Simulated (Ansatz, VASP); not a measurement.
**RbLa2Cl2 in VASP and in Ansatz**

```
CELL_PARAMETERS angstrom
4.88811 0.00000 0.00000
-2.44406 4.23323 0.00000
0.00000 0.00000 10.45443
ATOMIC_POSITIONS crystal
Rb 0.00000 0.00000 0.00000
La 0.33333 0.66667 0.61938
La 0.66667 0.33333 0.38062
Cl 0.66667 0.33333 0.65900
Cl 0.33333 0.66667 0.34100
```

Change from the starting cell: species swapped into the EuMg2Sb2 type (P-3m1, No. 164).

Alike in both runs: functional PBE; k mesh 12 × 12 × 4; occupations gaussian, width 0.1 eV; no spin polarisation.

Ansatz relaxed the structure, and its values are those at the end. VASP's run is a single point on that final structure, the one shown.

```csv
,VASP,Ansatz
version,VASP 6.6.1,Ansatz 0.2.0
potentials or method,"VASP PAW PBE potentials, release 64 (Rb_sv, La, Cl)","scalar-relativistic, plane waves, PAW"
plane-wave cutoff (eV),520,420
valence electrons in the cell,45,45
```

```tsv
	VASP	Ansatz	Ansatz less VASP
gap on the k mesh at the Fermi level (eV)	none	none	-
pressure (GPa)	0.0	0.0	+0.04
rms of the force components (eV/Å)	0.006	0.004	-0.0029
```

A gap of «none» marks a metal or a gap that the smearing closes. With one functional, cell and mesh, what is left measures potentials, basis and numerics.

Caveats: an odd number of electrons without spin polarisation forces a metal; a magnetic or distorted state may lie lower. Spin-orbit coupling is left out, which matters for the levels of La.
